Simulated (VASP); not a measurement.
A convergence study with VASP on CaO (rock salt): one setting is varied, all else stays as given below, so the limit is that of these other settings. The cell's lengths are 1 % over those of the tabulated start and one atom is moved, so it is off equilibrium.

```xyz
2
Lattice="0.0000 2.4291 2.4291 2.4291 0.0000 2.4291 2.4291 2.4291 0.0000" Properties=species:S:1:pos:R:3 pbc="T T T"
Ca     0.0000     0.0000     0.0000
O      2.4896     2.4291     2.4291
```

Level of theory: PBEsol GGA, VASP's PBE PAW potentials (set 64) (plane waves; VASP 6.6.1). The tightest run used: 1000 eV cut-off, 11×11×11 Γ-centred mesh, Gaussian smearing of 0.050 eV, potentials Ca_sv O.

Gaps are read on the run's mesh, which can miss a band edge.

Problem. The settings run are ENCUT = 250; ENCUT = 300; ENCUT = 350; ENCUT = 400; ENCUT = 450; ENCUT = 500; ENCUT = 550; ENCUT = 600; ENCUT = 650; ENCUT = 700; ENCUT = 750; ENCUT = 800; ENCUT = 850; ENCUT = 1000. From which on does the stress (every component) stay within 0.5 GPa of the tightest run?

Solution. From ENCUT = 500 on: it is off by 0.23 there and by no more than 0.5 in any finer run, while ENCUT = 450 is off by 1.02.
| setting | E (eV/atom) | pressure (GPa) | gap on the mesh (eV) | plane waves | difference judged (GPa) |
|---|---|---|---|---|---|
| ENCUT = 250 | -6.8723 | -60.61 | 3.714 | 271 | 55.74 |
| ENCUT = 300 | -6.7596 | -31.17 | 3.659 | 346 | 26.21 |
| ENCUT = 350 | -6.7163 | -15.64 | 3.608 | 440 | 10.67 |
| ENCUT = 400 | -6.6999 | -8.62 | 3.611 | 534 | 3.63 |
| ENCUT = 450 | -6.6929 | -6.00 | 3.599 | 632 | 1.02 |
| ENCUT = 500 | -6.6918 | -5.22 | 3.597 | 745 | 0.23 |
| ENCUT = 550 | -6.6922 | -5.15 | 3.597 | 869 | 0.16 |
| ENCUT = 600 | -6.6930 | -5.21 | 3.598 | 969 | 0.23 |
| ENCUT = 650 | -6.6934 | -5.25 | 3.598 | 1092 | 0.27 |
| ENCUT = 700 | -6.6939 | -5.23 | 3.599 | 1243 | 0.24 |
| ENCUT = 750 | -6.6941 | -5.16 | 3.600 | 1363 | 0.18 |
| ENCUT = 800 | -6.6943 | -5.09 | 3.600 | 1485 | 0.11 |
| ENCUT = 850 | -6.6944 | -5.05 | 3.600 | 1639 | 0.06 |
| ENCUT = 1000 | -6.6944 | -4.99 | 3.600 | 2085 | 0.00 |

Left out are rungs that failed or repeat a setting and relaxations that didn't move; long series are thinned to 24 rows.

The compound is CaO in the rock salt structure. The cell was not relaxed at this level, it is distorted from the ideal structure.
